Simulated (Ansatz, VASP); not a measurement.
**Cross-check of SnSe2 between VASP and Ansatz**

Aim: how closely do two programs agree when they are given the same cell, functional and k mesh? The cell is taken from a series of VASP runs on this material, whose earlier steps may have relaxed, scaled or displaced it; both programs get it as it stands.

Calculated with Ansatz 0.2.0; plane waves, with VASP 6.6.1 beside it; zone-centre phonons at PBEsol.

## (1) The structure

It takes space group P-3m1 (No. 164, trigonal). Conventional cell: a = 3.820 Å, b = 3.820 Å, c = 6.134 Å, α = 90.00°, β = 90.00°, γ = 120.00°. Nearest to Sn lie 6 Se at 2.72 Å. Se has 3 Sn at 2.72 Å nearest. Farther neighbours and most contacts between anions are not listed.

## (2) VASP: zone-centre phonons, PBEsol

Second derivatives magnify differences that forces hide, and they need a tight electronic threshold.

Lines of VASP's logs that name or quote its potential files are left out, and so is its time.

Input file INCAR:

```
SYSTEM = SnSe2
PREC = Accurate
ENCUT = 400
EDIFF = 1E-08
NELM = 100
ISMEAR = 0
SIGMA = 0.05
LREAL = .FALSE.
ALGO = Normal
GGA = PS
NBANDS = 19
LORBIT = 11
LWAVE = .FALSE.
LCHARG = .FALSE.
KPAR = 2
IBRION = 8
ISIF = 2
```

Input file POSCAR:

```
SnSe2
1.0
    3.8202979081      0.0000000000      0.0000000000
   -1.9101489540      3.3084750384      0.0000000000
    0.0000000000      0.0000000000      6.1341064093
Sn Se
1 2
Direct
    0.0000000000      0.0000000000      0.0000000000
    0.3333333333      0.6666666667      0.2587113852
    0.6666666667      0.3333333333      0.7412886148
```

Input file KPOINTS:

```
Automatic mesh
0
Gamma
7 7 4
0 0 0
```

PAW data sets: Sn_d and Se (PBE family, release 64).

Run with:

```console
> mpirun -np 2 vasp_std
```

Numbers of over 12 decimals in the logs are rounded to 6 here.

Log:

```text
[banner, memory and clock lines left out]
running    2 mpi-ranks, on    1 nodes
 distrk:  each k-point on    1 cores,    2 groups
 distr:  one band on    1 cores,    1 groups

 POSCAR found type information on POSCAR SnSe
 POSCAR found :  2 types and       3 ions
|                                                                             |
|               ----> ADVICE to this user running VASP <----                  |
|                                                                             |
|     You enforced a specific xc type in the INCAR file but a different       |
|     [... a line on the potential file left out ...]
|     I HOPE YOU KNOW WHAT YOU ARE DOING!                                     |
|                                                                             |

 LDA part: xc-table for (Slater+PW92), standard interpolation
 POSCAR, INCAR and KPOINTS ok, starting setup
 FFT: planning ... GRIDC
 FFT: planning ... GRID_SOFT
 FFT: planning ... GRID
 WAVECAR not read
 entering main loop
       N       E                     dE             d eps       ncg     rms          rms(c)
DAV:   1     0.181399631666E+03    0.18140E+03   -0.10635E+04  1084   0.131E+03
DAV:   2     0.671679586200E+01   -0.17468E+03   -0.16933E+03  1135   0.340E+02
DAV:   3    -0.126228544435E+02   -0.19340E+02   -0.18892E+02  1366   0.107E+02
DAV:   4    -0.132272157573E+02   -0.60436E+00   -0.60350E+00  1220   0.200E+01
DAV:   5    -0.132419346544E+02   -0.14719E-01   -0.14718E-01  1503   0.322E+00    0.493E+00
DAV:   6    -0.130033726477E+02    0.23856E+00   -0.47936E-01  1533   0.786E+00    0.312E+00
DAV:   7    -0.129775951723E+02    0.25777E-01   -0.14107E-01  1266   0.264E+00    0.893E-01
DAV:   8    -0.129756555275E+02    0.19396E-02   -0.10488E-02  1326   0.997E-01    0.252E-01
DAV:   9    -0.129756819012E+02   -0.26374E-04   -0.11047E-03  1156   0.246E-01    0.741E-02
DAV:  10    -0.129756852438E+02   -0.33426E-05   -0.91773E-05  1376   0.610E-02    0.283E-02
DAV:  11    -0.129756971727E+02   -0.11929E-04   -0.20821E-05  1124   0.256E-02    0.544E-03
DAV:  12    -0.129756973391E+02   -0.16642E-06   -0.11755E-06  1465   0.849E-03    0.446E-03
DAV:  13    -0.129756975952E+02   -0.25610E-06   -0.80167E-07  1136   0.542E-03    0.179E-03
DAV:  14    -0.129756976200E+02   -0.24845E-07   -0.32422E-08  1278   0.104E-03    0.809E-04
DAV:  15    -0.129756976218E+02   -0.17458E-08   -0.78183E-09   905   0.629E-04
   1 F= -.12975698E+02 E0= -.12975698E+02  d E =-.126436E-15
 Linear response reoptimize wavefunctions to high precision
DAV:   1    -0.129756976362E+02   -0.14450E-07   -0.13997E-09   947   0.228E-04
DAV:   2    -0.129756976363E+02   -0.73669E-10   -0.99542E-11   622   0.814E-05
 Linear response DOF=           4
 Linear response progress:
  Degree of freedom:   1/  4
       N       E                     dE             d eps       ncg     rms          rms(c)
RMM:   1    -0.209620204164E+00   -0.20962E+00    0.79810E-01  2743   0.131E+01
RMM:   2    -0.215027420516E+00   -0.54072E-02   -0.13518E-02  4088   0.893E-01    0.679E-02
RMM:   3    -0.214901732557E+00    0.12569E-03   -0.10335E-03  4430   0.228E-01    0.362E-02
RMM:   4    -0.214638849663E+00    0.26288E-03   -0.72632E-05  4545   0.675E-02    0.165E-02
RMM:   5    -0.214520903514E+00    0.11795E-03   -0.99245E-06  4483   0.240E-02    0.506E-03
RMM:   6    -0.214517304407E+00    0.35991E-05   -0.11746E-06  4730   0.784E-03    0.176E-03
RMM:   7    -0.214522702875E+00   -0.53985E-05   -0.94436E-08  4769   0.267E-03    0.186E-04
RMM:   8    -0.214522967271E+00   -0.26440E-06    0.27710E-08  4808   0.102E-03    0.392E-05
RMM:   9    -0.214523088913E+00   -0.12164E-06    0.18484E-08  4919   0.445E-04    0.198E-05
RMM:  10    -0.214522893270E+00    0.19564E-06    0.52367E-08  4863   0.215E-04    0.722E-06
RMM:  11    -0.214522867416E+00    0.25854E-07    0.31567E-08  5045   0.113E-04    0.466E-06
RMM:  12    -0.214522815545E+00    0.51871E-07    0.13503E-08  4751   0.632E-05    0.154E-06
RMM:  13    -0.214522794275E+00    0.21271E-07    0.47531E-09  4736   0.390E-05    0.159E-06
RMM:  14    -0.214522770119E+00    0.24156E-07    0.61163E-09  4449   0.265E-05    0.276E-07
RMM:  15    -0.214522769417E+00    0.70136E-09    0.33317E-09  3055   0.187E-05    0.547E-07
 first order change of Fermi-energy  -0.24053E-04
 force on displaced ion       1 direction 1 :  -5.228   0.000   0.000
 Linear response progress:
  Degree of freedom:   2/  4
       N       E                     dE             d eps       ncg     rms          rms(c)
RMM:   1    -0.224285801681E+00   -0.22429E+00    0.83354E-01  1323   0.135E+01
RMM:   2    -0.228503130106E+00   -0.42173E-02   -0.14957E-02  1922   0.889E-01    0.109E-01
RMM:   3    -0.227606211422E+00    0.89692E-03   -0.12264E-03  2032   0.243E-01    0.626E-02
RMM:   4    -0.226967145387E+00    0.63907E-03   -0.19231E-04  2073   0.888E-02    0.301E-02
RMM:   5    -0.226612776309E+00    0.35437E-03   -0.71885E-05  2075   0.535E-02    0.787E-03
RMM:   6    -0.226628542359E+00   -0.15766E-04   -0.77340E-06  2144   0.167E-02    0.172E-03
RMM:   7    -0.226651630926E+00   -0.23089E-04   -0.11172E-06  2183   0.608E-03    0.120E-03
RMM:   8    -0.226656896921E+00   -0.52660E-05   -0.24270E-07  2133   0.203E-03    0.208E-04
RMM:   9    -0.226656617643E+00    0.27928E-06    0.31542E-07  2273   0.819E-04    0.795E-05
RMM:  10    -0.226657623400E+00   -0.10058E-05    0.14511E-07  2178   0.304E-04    0.219E-05
RMM:  11    -0.226657705471E+00   -0.82071E-07    0.57910E-08  2320   0.124E-04    0.833E-06
RMM:  12    -0.226657726548E+00   -0.21076E-07   -0.86118E-08  2283   0.429E-05    0.260E-06
RMM:  13    -0.226657705732E+00    0.20815E-07   -0.23170E-08  2271   0.221E-05    0.619E-07
RMM:  14    -0.226657709984E+00   -0.42512E-08   -0.27225E-08  1717   0.136E-05    0.506E-07
 first order change of Fermi-energy   0.38137E-04
 force on displaced ion       1 direction 3 :  -0.000   0.000 -14.989
 Linear response progress:
  Degree of freedom:   3/  4
       N       E                     dE             d eps       ncg     rms          rms(c)
RMM:   1    -0.802630064852E-01   -0.80263E-01    0.61855E-02  8530   0.142E+00
RMM:   2    -0.795780778998E-01    0.68493E-03   -0.19755E-03  6386   0.271E-01    0.837E-02
RMM:   3    -0.797797870078E-01   -0.20171E-03   -0.23314E-04  7216   0.811E-02    0.430E-02
RMM:   4    -0.800420517898E-01   -0.26226E-03   -0.54819E-05  7252   0.457E-02    0.701E-03
RMM:   5    -0.800553129953E-01   -0.13261E-04   -0.25107E-06  7428   0.102E-02    0.309E-03
RMM:   6    -0.800489504340E-01    0.63626E-05   -0.29800E-07  7536   0.293E-03    0.115E-03
RMM:   7    -0.800501337068E-01   -0.11833E-05    0.49739E-08  7621   0.917E-04    0.233E-04
RMM:   8    -0.800506406817E-01   -0.50697E-06    0.48175E-07  7868   0.302E-04    0.561E-05
RMM:   9    -0.800503704406E-01    0.27024E-06    0.50243E-07  7929   0.994E-05    0.693E-06
RMM:  10    -0.800503765520E-01   -0.61114E-08   -0.62574E-09  8238   0.311E-05    0.370E-06
 first order change of Fermi-energy  -0.71224E-05
 force on displaced ion       2 direction 1 :  -3.357  -0.001  -0.000
 Linear response progress:
  Degree of freedom:   4/  4
       N       E                     dE             d eps       ncg     rms          rms(c)
RMM:   1    -0.993187912717E-01   -0.99319E-01    0.68755E-02  2328   0.151E+00
RMM:   2    -0.975249013367E-01    0.17939E-02   -0.22617E-03  1889   0.255E-01    0.917E-02
RMM:   3    -0.973795455903E-01    0.14536E-03   -0.27408E-04  2028   0.825E-02    0.431E-02
RMM:   4    -0.973661907579E-01    0.13355E-04   -0.46444E-05  2061   0.406E-02    0.197E-02
RMM:   5    -0.973830047465E-01   -0.16814E-04   -0.15144E-05  2032   0.220E-02    0.582E-03
RMM:   6    -0.973821774671E-01    0.82728E-06   -0.11172E-06  2049   0.651E-03    0.149E-03
RMM:   7    -0.973827846822E-01   -0.60722E-06   -0.78418E-08  2086   0.157E-03    0.518E-04
RMM:   8    -0.973829769732E-01   -0.19229E-06   -0.16773E-08  1982   0.646E-04    0.139E-04
RMM:   9    -0.973829999576E-01   -0.22984E-07    0.23997E-07  2038   0.256E-04    0.557E-05
RMM:  10    -0.973829116364E-01    0.88321E-07   -0.74987E-08  2278   0.838E-05    0.165E-05
RMM:  11    -0.973829237557E-01   -0.12119E-07   -0.13871E-07  2077   0.298E-05    0.723E-06
RMM:  12    -0.973829331574E-01   -0.94017E-08    0.12573E-08  2200   0.147E-05    0.139E-06
 first order change of Fermi-energy   0.67463E+00
 force on displaced ion       2 direction 3 :   0.000  -0.000  -8.440
 Linear response finished
```

Parts of OUTCAR (step 2):

```text
ion  position               nearest neighbor table
   1  0.000  0.000  0.000-   2 2.72   3 2.72   2 2.72   3 2.72   3 2.72   2 2.72
   2  0.333  0.667  0.259-   1 2.72   1 2.72   1 2.72
   3  0.667  0.333  0.741-   1 2.72   1 2.72   1 2.72

  LATTYP: Found a hexagonal cell.
 ALAT       =     3.8202979081
 C/A-ratio  =     1.6056617983

 Subroutine GETGRP returns: Found 12 space group operations
 (whereof 12 operations were pure point group operations)

The static configuration has the point symmetry D_3d.

 Found     28 irreducible k-points:

   k-points           NKPTS =     28   k-points in BZ     NKDIM =     28   number of bands    NBANDS=     19

   dimension x,y,z NGX =    28 NGY =   28 NGZ =   40
   dimension x,y,z NGXF=    56 NGYF=   56 NGZF=   80

   ENCUT  =  400.0 eV  29.40 Ry    5.42 a.u.   6.23  6.23 10.00*2*pi/ulx,y,z

   NELECT =      26.0000    total number of electrons

 k-points in reciprocal lattice and weights: Automatic mesh
   0.00000000  0.00000000  0.00000000       0.005
   0.14285714  0.00000000  0.00000000       0.031
   0.28571429  0.00000000  0.00000000       0.031
   0.42857143 -0.00000000  0.00000000       0.031
   0.14285714  0.14285714  0.00000000       0.031
   0.28571429  0.14285714  0.00000000       0.061
   0.42857143  0.14285714  0.00000000       0.031
   0.28571429  0.28571429  0.00000000       0.031
   0.00000000  0.00000000  0.25000000       0.010
[...]
0.42857143  0.14285714  0.50000000       0.031
   0.28571429  0.28571429  0.50000000       0.031

 average (electrostatic) potential at core
       1-102.5003       2 -53.3509       3 -53.3509

  Total        0.0180650      0.0180650      0.0098097      0.0000000     -0.0000000      0.0000000
  in kB        0.3733115      0.3733115      0.2027170      0.0000000     -0.0000000      0.0000000
  external PRESSURE =       0.3164467 kB  Pullay stress =       0.0000000 kB

  energy-cutoff  :      400.00
  volume of cell :       77.53
      direct lattice vectors                 reciprocal lattice vectors
     3.820297908  0.000000000  0.000000000     0.261759691  0.151127028  0.000000000
    -1.910148954  3.308475038  0.000000000     0.000000000  0.302254056  0.000000000
     0.000000000  0.000000000  6.134106409     0.000000000  0.000000000  0.163022930

 POSITION                                       TOTAL-FORCE (eV/Angst)
 -----------------------------------------------------------------------------------
      0.00000      0.00000      0.00000        -0.000000      0.000000      0.000000
     -0.00000      2.20565      1.58696        -0.000000      0.000000      0.003422
      1.91015      1.10283      4.54714         0.000000     -0.000000     -0.003422
 -----------------------------------------------------------------------------------
    total drift:                                0.000000     -0.000000     -0.000000

 Eigenvectors and eigenvalues of the dynamical matrix
 ----------------------------------------------------

   1 f  =    7.343697 THz    46.141806 2PiTHz  244.959350 cm-1    30.371075 meV
             X         Y         Z           dx          dy          dz
      0.000000  0.000000  0.000000    -0.000000   -0.000000   -0.756443
     -0.000000  2.205650  1.586963    -0.000000   -0.000000    0.462490
      1.910149  1.102825  4.547143     0.000000    0.000000    0.462490

   2 f  =    5.401707 THz    33.939926 2PiTHz  180.181552 cm-1    22.339655 meV
             X         Y         Z           dx          dy          dz
      0.000000  0.000000  0.000000    -0.000000    0.000000   -0.000000
     -0.000000  2.205650  1.586963    -0.000000    0.000000    0.707107
      1.910149  1.102825  4.547143     0.000000   -0.000000   -0.707107

   3 f  =    4.335295 THz    27.239461 2PiTHz  144.609870 cm-1    17.929331 meV
             X         Y         Z           dx          dy          dz
      0.000000  0.000000  0.000000    -0.680374   -0.331399    0.000000
     -0.000000  2.205650  1.586963     0.415533    0.202399   -0.000000
      1.910149  1.102825  4.547143     0.415533    0.202399    0.000000

   4 f  =    4.335295 THz    27.239461 2PiTHz  144.609870 cm-1    17.929331 meV
             X         Y         Z           dx          dy          dz
      0.000000  0.000000  0.000000    -0.331399    0.680374    0.000000
     -0.000000  2.205650  1.586963     0.202399   -0.415533    0.000000
      1.910149  1.102825  4.547143     0.202399   -0.415533    0.000000

   5 f  =    3.571270 THz    22.438949 2PiTHz  119.124734 cm-1    14.769578 meV
             X         Y         Z           dx          dy          dz
      0.000000  0.000000  0.000000     0.000000    0.000000   -0.000000
     -0.000000  2.205650  1.586963     0.635712    0.309629   -0.000000
      1.910149  1.102825  4.547143    -0.635712   -0.309629   -0.000000

   6 f  =    3.571270 THz    22.438949 2PiTHz  119.124734 cm-1    14.769578 meV
             X         Y         Z           dx          dy          dz
      0.000000  0.000000  0.000000     0.000000   -0.000000    0.000000
     -0.000000  2.205650  1.586963    -0.309629    0.635712    0.000000
      1.910149  1.102825  4.547143     0.309629   -0.635712    0.000000

   7 f/i=    0.008160 THz     0.051274 2PiTHz    0.272203 cm-1     0.033749 meV
             X         Y         Z           dx          dy          dz
      0.000000  0.000000  0.000000    -0.597576    0.264894   -0.000000
     -0.000000  2.205650  1.586963    -0.489221    0.216862   -0.000000
      1.910149  1.102825  4.547143    -0.489221    0.216862   -0.000000

   8 f/i=    0.008160 THz     0.051274 2PiTHz    0.272203 cm-1     0.033749 meV
             X         Y         Z           dx          dy          dz
      0.000000  0.000000  0.000000    -0.264894   -0.597576   -0.000000
     -0.000000  2.205650  1.586963    -0.216862   -0.489221   -0.000000
      1.910149  1.102825  4.547143    -0.216862   -0.489221   -0.000000

   9 f/i=    0.009907 THz     0.062246 2PiTHz    0.330454 cm-1     0.040971 meV
             X         Y         Z           dx          dy          dz
      0.000000  0.000000  0.000000    -0.000000    0.000000    0.654060
     -0.000000  2.205650  1.586963    -0.000000    0.000000    0.534886
      1.910149  1.102825  4.547143    -0.000000    0.000000    0.534886

 ELASTIC MODULI CONTR FROM IONIC RELAXATION (kBar)
 Direction    XX          YY          ZZ          XY          YZ          ZX
 --------------------------------------------------------------------------------
 XX        -140.1142   -123.3935   -342.3489     -0.0000     39.5986      0.0000
 YY        -123.3935   -140.1142   -342.3489     -0.0000    -39.5986     -0.0000
 ZZ        -342.3489   -342.3489   -889.5587     -0.0000     -0.0000     -0.0000
 XY          -0.0000     -0.0000     -0.0000     -8.3604     -0.0000     51.0922
 YZ          39.5986    -39.5986     -0.0000     -0.0000   -187.5570     -0.0000
 ZX           0.0000     -0.0000     -0.0000     51.0922     -0.0000   -312.2361
 --------------------------------------------------------------------------------
```

(Part 1 of 2 ends here.)

[Lines on the potential files, build, host, timing and source positions are cut from VASP's logs without a mark.]

[Logs are printed without paths, hosts, clocks, repeated set-up lines and the standing remarks that a program may print on its own settings, such as how far it seeks lower states.]

[Hosts, paths, dates, database ids (printed as entryN), source tags and the programs' standing remarks are cut or masked in the printed files.]
